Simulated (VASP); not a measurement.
FeAu: single point with PBE

Crystal: FeAu.

```
Fe Au
1.0
     1.41175    0.81507    4.46945
    -1.41175    0.81507    4.46945
     0.00000   -1.63015    4.46945
Fe Au
1 1
Direct
  0.50000 0.50000 0.50000
  0.00000 0.00000 0.00000
```

The cell comes from a database or a generator and needn't be the stable form of this composition.

```
Program             : VASP 6.6.1
Task                : single point
Functional          : PBE
Potentials or basis : VASP PAW PBE potentials, release 64 (Fe, Au)
Cutoff              : 520 eV
k mesh              : 6 × 6 × 6
Occupations         : gaussian, width 0.1 eV
Spin                : collinear spin, typed start
Starting moments    : [3.23, 0.0] μB
```

* Pressure: -1.1 GPa
* Band gap on the k mesh: none (metal or under the smearing width)
* Net moment: 2.88 μB per cell
* Site moments: Fe +2.88; Au +0.02 μB
* Valence electrons inside the program's atomic spheres: Fe 6.83; Au 9.74

Stress tensor (GPa, compression positive):
```
-0.62  0.00  0.00
 0.00 -0.62  0.00
 0.00  0.00 -2.07
```

Levels at points of the mesh, in eV from the Fermi level:
Spin up:
```tsv
k point	band 9	band 10	band 11	band 12	band 13	band 14
(0.00, 0.00, 0.00)	-2.27	-1.58	-1.58	-0.64	4.19	14.88
(0.50, 0.00, 0.00)	-1.95	-1.33	0.86	1.34	5.91	6.50
(0.50, 0.50, 0.00)	-1.35	-1.25	-0.92	1.29	3.38	7.02
(0.50, 0.50, 0.50)	-2.52	-2.52	-2.10	-2.10	11.28	13.05
```
Spin down:
```csv
k point,band 5,band 6,band 7,band 8,band 9,band 10,band 11,band 12
"(0.00, 0.00, 0.00)",-3.36,-3.36,-1.23,-0.55,0.33,0.33,1.25,1.25
"(0.50, 0.00, 0.00)",-2.57,-1.92,-1.55,-0.60,0.59,1.41,1.62,2.68
"(0.50, 0.50, 0.00)",-1.93,-1.00,-0.89,0.08,1.20,1.20,1.37,1.63
"(0.50, 0.50, 0.50)",-4.74,-3.16,-3.16,-0.74,0.10,0.10,0.98,0.98
```

Wall time 64 s on 1 thread of Intel(R) Xeon(R) Platinum 8375C CPU @ 2.90GHz (Ice Lake), on a shared host, peak memory 0.26 GiB.

Caveat: the k mesh is coarse (spacing up to 0.44 Å⁻¹), so the values aren't converged. The run has no spin-orbit coupling, so splittings on Au are missing.
